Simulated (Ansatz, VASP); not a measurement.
## Cross-check of Se (Selenium) between VASP and Ansatz

One calculation is typed for both programs; each brings its own data sets and cutoff. How far apart do they land? The cell is taken from a series of VASP runs on this material, whose earlier steps may have relaxed, scaled or displaced it; both programs get it as it stands.

Calculated with Ansatz 0.2.0; plane waves, with VASP 6.6.1 beside it; relaxation of cell and atoms at LDA.

**1. The starting structure**

The structure is trigonal, space group P3_121 (No. 152). Conventional cell: a = 3.953 Å, b = 3.953 Å, c = 5.118 Å, α = 90.00°, β = 90.00°, γ = 120.00°. Se has 2 Se at 2.45 Å nearest.

**2. VASP: relaxation of cell and atoms, LDA**

The relaxed volume is the usual yardstick between codes: its relative difference is about their pressure difference at one cell divided by the bulk modulus.

Lines of VASP's logs that name or quote its potential files are left out, and so is its time.

INCAR

```
SYSTEM = Se
PREC = Accurate
ENCUT = 450
EDIFF = 1E-06
NELM = 100
ISMEAR = 0
SIGMA = 0.03
LREAL = .FALSE.
ALGO = Normal
GGA = CA
NBANDS = 15
LORBIT = 11
LWAVE = .FALSE.
LCHARG = .FALSE.
KPAR = 4
IBRION = 2
NSW = 50
ISIF = 3
EDIFFG = -0.01
```

POSCAR

```
Se
1.0
    3.9529613245      0.0000000000      0.0000000000
   -1.9764806623      3.4233649272      0.0000000000
    0.0000000000      0.0000000000      5.1180901385
Se
3
Direct
    0.7441752317      0.7441752317      0.0000000000
    0.0000000000      0.2558247683      0.6666666667
    0.2558247683      0.0000000000      0.3333333333
```

KPOINTS

```
Automatic mesh
0
Gamma
6 6 4
0 0 0
```

Potentials, in the order of the species: Se (LDA family, release 64).

Launch:

```sh
mpirun -np 4 vasp_std
```

Numbers of over 12 decimals in the logs are rounded to 6 here.

The program printed:

```text
[banner, memory and clock lines left out]
running    4 mpi-ranks, on    1 nodes
 distrk:  each k-point on    1 cores,    4 groups
 distr:  one band on    1 cores,    1 groups

 POSCAR found type information on POSCAR Se
 POSCAR found :  1 types and       3 ions
 LDA part: xc-table for (Slater(with rela. corr.)+CA(PZ))
 , standard interpolation
 POSCAR, INCAR and KPOINTS ok, starting setup
 FFT: planning ... GRIDC
 FFT: planning ... GRID_SOFT
 FFT: planning ... GRID
 WAVECAR not read
 entering main loop
       N       E                     dE             d eps       ncg     rms          rms(c)
DAV:   1     0.717745621328E+02    0.71775E+02   -0.68859E+03   720   0.910E+02
DAV:   2    -0.801539041545E+01   -0.79790E+02   -0.75657E+02   960   0.152E+02
DAV:   3    -0.125299959506E+02   -0.45146E+01   -0.44912E+01   846   0.417E+01
DAV:   4    -0.125603215401E+02   -0.30326E-01   -0.30317E-01   937   0.407E+00
DAV:   5    -0.125605095937E+02   -0.18805E-03   -0.18805E-03   888   0.309E-01    0.761E+00
DAV:   6    -0.124970806290E+02    0.63429E-01   -0.30345E-02   874   0.112E+00    0.465E+00
DAV:   7    -0.124739623118E+02    0.23118E-01   -0.58707E-02   874   0.150E+00    0.185E-01
DAV:   8    -0.124730874940E+02    0.87482E-03   -0.84724E-03   797   0.587E-01    0.111E-01
DAV:   9    -0.124731133975E+02   -0.25904E-04   -0.23847E-04   986   0.107E-01    0.301E-02
DAV:  10    -0.124731063146E+02    0.70829E-05   -0.28800E-05   881   0.359E-02    0.643E-03
DAV:  11    -0.124731068011E+02   -0.48649E-06   -0.57436E-06   881   0.139E-02
   1 F= -.12473107E+02 E0= -.12473107E+02  d E =-.124731E+02
 curvature:   0.00 expect dE= 0.000E+00 dE for cont linesearch  0.000E+00
 trial: gam= 0.00000 g(F)=  0.120E-05 g(S)=  0.629E-05 ort = 0.000E+00 (trialstep = 0.100E+01)
 search vector abs. value=  0.749E-05
 reached required accuracy - stopping structural energy minimisation
```

OUTCAR, selected parts (step 2):

```text
ion  position               nearest neighbor table
   1  0.744  0.744  0.000-   3 2.45   2 2.45
   2  0.000  0.256  0.667-   1 2.45   3 2.45
   3  0.256  0.000  0.333-   1 2.45   2 2.45

  LATTYP: Found a hexagonal cell.
 ALAT       =     3.9529613245
 C/A-ratio  =     1.2947483465

 Subroutine GETGRP returns: Found  6 space group operations
 (whereof  2 operations were pure point group operations)

The static configuration has the point symmetry C_2 .
 The point group associated with its full space group is D_3 .

 Found     24 irreducible k-points:

   k-points           NKPTS =     24   k-points in BZ     NKDIM =     24   number of bands    NBANDS=     15

   dimension x,y,z NGX =    28 NGY =   28 NGZ =   36
   dimension x,y,z NGXF=    56 NGYF=   56 NGZF=   72

   ENCUT  =  450.0 eV  33.07 Ry    5.75 a.u.   6.84  6.84  8.85*2*pi/ulx,y,z

   NELECT =      18.0000    total number of electrons

 k-points in reciprocal lattice and weights: Automatic mesh
   0.00000000  0.00000000  0.00000000       0.007
   0.16666667  0.00000000  0.00000000       0.042
   0.33333333 -0.00000000  0.00000000       0.042
   0.50000000 -0.00000000  0.00000000       0.021
   0.16666667  0.16666667  0.00000000       0.042
   0.33333333  0.16666667  0.00000000       0.083
   0.33333333  0.33333333  0.00000000       0.014
   0.00000000  0.00000000  0.25000000       0.014
   0.16666667  0.00000000  0.25000000       0.042
[...]
0.33333333  0.16666667  0.50000000       0.083
   0.33333333  0.33333333  0.50000000       0.014

 average (electrostatic) potential at core
       1 -60.7854       2 -60.7854       3 -60.7854

 E-fermi :   4.5820

 k-point     1 :       0.0000    0.0000    0.0000
  band No.  band energies     occupation
    ...
      5       0.9900      2.00000
      6       0.9900      2.00000
      7       2.4362      2.00000
      8       2.4362      2.00000
      9       3.7069      2.00000
     10       5.7350      0.00000
     11       5.7350      0.00000
     12       6.3919      0.00000
     13      10.6022      0.00000
     14      10.6022      0.00000
    ...

 k-point     2 :       0.1667    0.0000    0.0000
  band No.  band energies     occupation
    ...
      5       0.2411      2.00000
      6       0.7159      2.00000
      7       2.8073      2.00000
      8       3.2614      2.00000
      9       3.5739      2.00000
     10       5.5329      0.00000
     11       5.6854      0.00000
     12       6.3583      0.00000
     13      10.0363      0.00000
     14      10.5969      0.00000
    ...

 k-point     3 :       0.3333   -0.0000    0.0000
  band No.  band energies     occupation
    ...
      5      -0.5499      2.00000
      6       0.2207      2.00000
      7       1.6759      2.00000
      8       3.0652      2.00000
      9       3.4561      2.00000
     10       5.6501      0.00000
     11       5.8518      0.00000
     12       7.7146      0.00000
     13       8.8109      0.00000
     14      11.6639      0.00000
    ...

  Total       -0.0120160     -0.0120160      0.0101162      0.0000000     -0.0000000      0.0000000
  in kB       -0.2779621     -0.2779621      0.2340146      0.0000000     -0.0000000      0.0000000
  external PRESSURE =      -0.1073032 kB  Pullay stress =       0.0000000 kB

  energy-cutoff  :      450.00
  volume of cell :       69.26
      direct lattice vectors                 reciprocal lattice vectors
     3.952961324  0.000000000  0.000000000     0.252974901  0.146055127  0.000000000
    -1.976480662  3.423364927  0.000000000     0.000000000  0.292110254  0.000000000
     0.000000000  0.000000000  5.118090139     0.000000000  0.000000000  0.195385383

 POSITION                                       TOTAL-FORCE (eV/Angst)
 -----------------------------------------------------------------------------------
      1.47085      2.54758      0.00000         0.001437      0.002489      0.000000
     -0.50563      0.87578      3.41206         0.001437     -0.002489      0.000000
      1.01127      0.00000      1.70603        -0.002874      0.000000     -0.000000
 -----------------------------------------------------------------------------------
    total drift:                                0.000000      0.000000     -0.000000

  FREE ENERGIE OF THE ION-ELECTRON SYSTEM (eV)
  ---------------------------------------------------
  free  energy   TOTEN  =       -12.4731068011 eV

  energy  without entropy=      -12.4731068011  energy(sigma->0) =      -12.47310680

 reached required accuracy - stopping structural energy minimisation

 total charge
# of ion       s       p       d       tot
------------------------------------------
    1        1.531   2.139   0.059   3.730
    2        1.531   2.139   0.059   3.730
    3        1.531   2.139   0.059   3.730
--------------------------------------------------
tot          4.592   6.418   0.178  11.189

[... 3 further parts left out ...]
```

CONTCAR:

```
Se
   1.00000000000000
     3.9529613244999999    0.0000000000000000    0.0000000000000000
    -1.9764806623000000    3.4233649272000002    0.0000000000000000
     0.0000000000000000    0.0000000000000000    5.1180901385000004
  Se
     3
Direct
     0.7441752316999981    0.7441752316999981    0.0000000000000000
     0.0000000000000000    0.2558247683000019    0.6666666667000030
     0.2558247683000019    0.0000000000000000    0.3333333332999970
```

The run keeps the 6 symmetry operations of its start, so it cannot find a distortion of lower symmetry.

**3. Ansatz: relaxation of cell and atoms, LDA**

Ansatz runs on its default PAW (the set named soft_2) files.

The same cell, functional (in two slightly different forms), mesh and smearing now go to Ansatz, which takes its cutoff from its data sets.

input.yaml

```yaml
crystal:
  lattice:
    - [3.9529613245, 0.0, 0.0]
    - [-1.9764806623, 3.4233649272, 0.0]
    - [0.0, 0.0, 5.1180901385]
  atoms:
    - { symbol: Se, position: [0.7441752317, 0.7441752317, 0.0] }
    - { symbol: Se, position: [0.0, 0.2558247683, 0.6666666667] }
    - { symbol: Se, position: [0.2558247683, 0.0, 0.3333333333] }
hamiltonian:
  xc: lda
  pseudopotentials: { kind: paw }
kpoints:
  mp_grid: { grid: [6, 6, 4] }
scf:
  occupations: { method: gaussian, width: 0.03 }
relax:
  f_tol: 0.01
  max_steps: 60
  cell: { stress_tol: 0.05 }
output:
  forces: true
  stress: true
  write_density: true
  write_potential: true
  elf: true
  volumetric_format: npy
```

Launch:

```sh
ansatz run input.yaml --threads 4 --pin off --max-ram 9216MiB --backend cpu --events-out ev --progress --plain --runs-dir out
```

The program printed:

```text
Engine: ansatz 0.2.0, aarch64-unknown-linux-gnu
Pseudopotentials: kind: paw
Pseudopotential: Se, paw, valence charge 16, recommended cutoff 420 eV (normal), Se.paw.azcp
Functional definition: SPW92
  exchange = slater_x
  correlation = pw_c
Crystal: 3 atoms, lattice volume = 69.260 Å³
Basis set: ecut = 420 eV, 1385 PW (Γ)
Bands: 29, of which v1, the nominal top of the filled ones, is band 24 counted from 1 (23 counted from 0)
Symmetry: 6 space group operations
Space group: P3121 (ITA 152), of the structure as read, at distance tolerance 4.1e-5 Å
k-points: 24 of 144 (time reversal used)
Non-local potential: Se, projectors of the file, l = 0: 2, l = 1: 2, l = 2: 3, l = 3: 1
PAW form: soft (Blöchl's): semilocal exchange-correlation on the pseudo side does not see the compensation charge
PAW frozen core: Se, regenerated for the run's functional, and the local potential with it (the file was generated under x = pbe(κ = 0.804, μ = 0.219515), c = pbe(β = 0.066725))
PAW one-centre angular grid: Se, 590 points (default); XC on 64 Gauss nodes
Initial density: superposition of atomic densities (neutral atoms: chi_scale 0, normalization atom), corrected by the library's trained network
Initial wavefunctions: pseudopotential atomic-orbital guess
Functional: x = slater, c = lda
SCF iter   1: F=—  HF=-16149.775533 eV  |F-HF|=—  |Δ(HF+E_count)|=         —  Δρ=5.44e-3  dr2=9.62e-3  ethr=1.77e-3  ⟨swp⟩=6.2  Hψ=2958  notcnv=0
preconditioner: auto → Resta (q_TF=auto, 2.567 Å⁻¹)  ε∞=4.3  [insulator: Δε(μ)=0.287 eV  Ē_g=10.487 eV  σ=0.030 eV  W_gap=1.00  n_scr=22 (ndim 8)  ℏωp=18.9 eV  f_vac=0.031  D(μ)=0.00/eV (n_scr^D=0)  ε∞_Penn≈4.3]
SCF iter   2: F=—  HF=-16149.773047 eV  |F-HF|=—  |Δ(HF+E_count)|=   2.49e-3  Δρ=2.94e-3  dr2=3.13e-3  ethr=2.00e-5  ⟨swp⟩=1.5  Hψ=916  notcnv=0  defer=1
SCF iter   3: F=—  HF=-16149.772169 eV  |F-HF|=—  |Δ(HF+E_count)|=   8.78e-4  Δρ=2.19e-4  dr2=2.75e-5  ethr=6.52e-6  ⟨swp⟩=2.0  Hψ=981  notcnv=0  defer=1
SCF iter   4: F=—  HF=-16149.772168 eV  |F-HF|=—  |Δ(HF+E_count)|=   8.91e-7  Δρ=8.91e-5  dr2=4.68e-6  ethr=5.73e-8  ⟨swp⟩=2.0  Hψ=1235  notcnv=0  defer=1
SCF iter   5: F=—  HF=-16149.772169 eV  |F-HF|=—  |Δ(HF+E_count)|=   7.12e-7  Δρ=2.09e-5  dr2=3.59e-7  ethr=9.74e-9  ⟨swp⟩=2.0  Hψ=1237  notcnv=0  defer=1
SCF iter   6: F=-16149.772169 eV  HF=-16149.772169 eV  |F-HF|=2.71e-9  |Δ(HF+E_count)|=   1.05e-7  Δρ=5.97e-6  dr2=3.10e-8  ethr=2.08e-10  ⟨swp⟩=8.0  Hψ=5212  notcnv=0
SCF 1 converged in 6 iterations: F = -16149.772169 eV  dr2 = 3.10e-8
  greatest PAW one-centre occupation: 1.000 electrons in one spin orbital (limit 2), on the Se atom at site 1 (counted from 0), in its partial waves of l = 2
relax step   1: F+E_penalty+E_count = -16149.77216871 eV  Δ(F+E_penalty+E_count) = +0.000e0 eV  max|allowed force component| = 3.659e-2 eV/Å  Δτ_max = 0.0000 Å  P = -0.219 GPa  Ω = 69.260 Å³  (6 SCF iters, dr2 threshold 1.00e-7 eV, accepted)
[...]
relax step   2: F+E_penalty+E_count = -16149.77237760 eV  Δ(F+E_penalty+E_count) = -2.089e-4 eV  max|allowed force component| = 6.643e-3 eV/Å  Δτ_max = 0.0009 Å  P = +0.077 GPa  Ω = 69.021 Å³  energy of the carried Pulay correction = +4.550e-5 eV  (4 SCF iters, dr2 threshold 2.01e-7 eV, accepted)
[...]
relax step   3: F+E_penalty+E_count = -16149.77241283 eV  Δ(F+E_penalty+E_count) = -3.523e-5 eV  max|allowed force component| = 3.297e-3 eV/Å  Δτ_max = 0.0018 Å  P = +0.005 GPa  Ω = 69.158 Å³  energy of the carried Pulay correction = +1.939e-5 eV  (4 SCF iters, dr2 threshold 1.89e-8 eV, accepted)
[...]
relax step   4: F+E_penalty+E_count = -16149.77239485 eV  Δ(F+E_penalty+E_count) = +1.798e-5 eV  max|allowed force component| = 3.292e-3 eV/Å  Δτ_max = 0.0000 Å  P = +0.005 GPa  Ω = 69.158 Å³  stress off target by 2.40e-2 GPa  SCF on the basis re-selected at this cell (its energy is not comparable with the rows above)  (4 SCF iters)
basis re-selected at this cell: Δ(F+E_penalty+E_count) = +1.798e-5 eV, ΔP = +0.000 GPa vs the last step (what re-selecting the basis moved, of the pressure what is left beyond the Pulay correction that the steps carried, after the strain that the cell walked since its last selection, with what the two solves' SCF thresholds leave and, on support functions, any second-order correction that the steps lacked; it is no m [...]
SCF converged after 4 iterations
Free energy (F): -16149.772395 eV
Harris-Foulkes:  -16149.772395 eV  (|F-HF|=3.64e-12)
Internal energy: -16149.772395 eV  (E = F + TS)
E sigma→0 (E₀):  -16149.772395 eV
Fermi energy:    9.239941 eV
--- Per-component energies (eV) ---
  E_band       = -1140.696062
  E_kinetic    = 354.384761
  E_local      = -6988.432071  (includes V_loc(G=0)·N_el)
  E_nonlocal   = -1763.038092
  E_hartree    = 3457.559385
  E_xc         = -310.175569
  E_vxc        = -294.576000  (∫ρ·V_xc dr)
  E_paw        = -5483.034143  (= ΣΔE_a)
  E_vpaw       = 635.848325  (= ΣTr[D̂ρ^β])
  E_aug_tail   = -0.001764  (compensation charges beyond the density's cutoff)
  E_ewald      = -5423.686989
  E_core_change = 6.652087  (= ΣΔE_core)
  E_smearing   = -0.000000  (= −TS)
  E_closure    = -0.000000  (closes the sum)
  Σ components = -16149.772395   (vs F -16149.772395, Δ=0.00e0)
--- Forces (eV/Å), atoms counted from 1 ---
  atom   1  Se     0.00164596     0.00285088     0.00000000
  atom   2  Se     0.00164596    -0.00285088     0.00000000
  atom   3  Se    -0.00329192    -0.00000000     0.00000000
  max |Σ_I F_I| component: 3.70e-17 eV/Å
--- Stress (GPa, compression-positive) ---
        0.019903      -0.000000       0.000000
        0.000000       0.019903      -0.000000
        0.000000      -0.000000      -0.023961
  P = ⅓ Tr σ = 0.0053 GPa (0.053 kbar)
--- Band table (eV; the first three rows and the last of 24) ---
  k-point 0: bands = [... 20 lower, 5.6453, 7.1096, 7.1096, 8.3903, 10.4170, 10.4170, 11.0784, 15.2981, ... 1 higher]
  k-point 1: bands = [... 20 lower, 6.0635, 7.2108, 7.3746, 8.2339, 10.0133, 10.0838, 10.4611, 14.8723, ... 1 higher]
  k-point 2: bands = [... 20 lower, 5.9042, 7.5778, 7.7452, 7.7452, 9.8195, 9.8195, 9.8339, 14.3843, ... 1 higher]
  k-point 23: bands = [... 20 lower, 3.1664, 7.8513, 9.0913, 9.0913, 9.3865, 11.0531, 11.0531, 16.2573, ... 1 higher]
--- Relaxed structure (3 steps of the walk, 3 accepted, 1 SCFs on fresh bases) ---
  F+E_penalty+E_count = -16149.77239485 eV   max|allowed force component| = 3.292e-3 eV/Å   (the final SCF, on the basis selected at the relaxed cell)
  cell:  # Å, volume = 69.1580 Å³
    - [3.950788, 2.8851652468533843e-11, 0]
    - [-1.975394, 3.421483, 1.3557915456664213e-19]
    - [0, 1.520228668424197e-19, 5.116160]
  atoms:
    - { symbol: Se, position: [0.744849, 0.744849, 0] }
    - { symbol: Se, position: [-2.7755575615629166e-17, 0.255151, 0.666667] }
    - { symbol: Se, position: [0.255151, 0, 0.333333] }
```

The job ended after 3.8 s (4 threads of Arm Neoverse V1, shared host; peak memory 0.35 GiB; 14 s of CPU time).

**4. Comparison**

Known differences besides the potentials themselves: the two LDA forms differ slightly; both relaxations stop at a tolerance, which leaves soft axes loose, and VASP keeps its plane-wave basis; the data sets hold 48 valence electrons in Ansatz (default PAW (the set named soft_2) files) and 18 in VASP; the cutoff is 420 eV in Ansatz and 450 eV in VASP; VASP's log shows a relativistic correction to its local exchange, Ansatz's none; Ansatz adds a Pulay correction to the stress that steers its cell, VASP none. Total energies have different zeros and are not compared.

Both answers:

```
                                         quantity  Ansatz   VASP  difference
                                      volume (Å³)   69.16  69.26     -0.15 %
edge a after relaxation, in the typed setting (Å)   3.951  3.953     -0.06 %
edge c after relaxation, in the typed setting (Å)   5.116  5.118     -0.04 %
```

The walks stopped with 0.01 GPa left in Ansatz and -0.01 GPa in VASP; each walk ends within a tolerance, so the volume difference is uncertain by about these residues over the bulk modulus, most in soft cells.

**5. Outcome**

| Quantity | Value |
| --- | --- |
| difference in volume (relaxation of cell and atoms, LDA) | -0.15 % |

**Reading.** The difference in volume is -0.15 % (relaxation of cell and atoms, LDA), within the 1.2 % picked in this series as the mark of a large difference, as far as the stopping tolerances let one tell. Such differences can come from data sets, numerical settings and the points named under the comparisons, not from the functional's error against experiment.

[Lines on the potential files, build, host, timing and source positions are cut from VASP's logs without a mark.]

[Logs are printed without paths, hosts, clocks, repeated set-up lines and the standing remarks that a program may print on its own settings, such as how far it seeks lower states.]

[Hosts, paths, dates, database ids (printed as entryN), source tags and the programs' standing remarks are cut or masked in the printed files.]
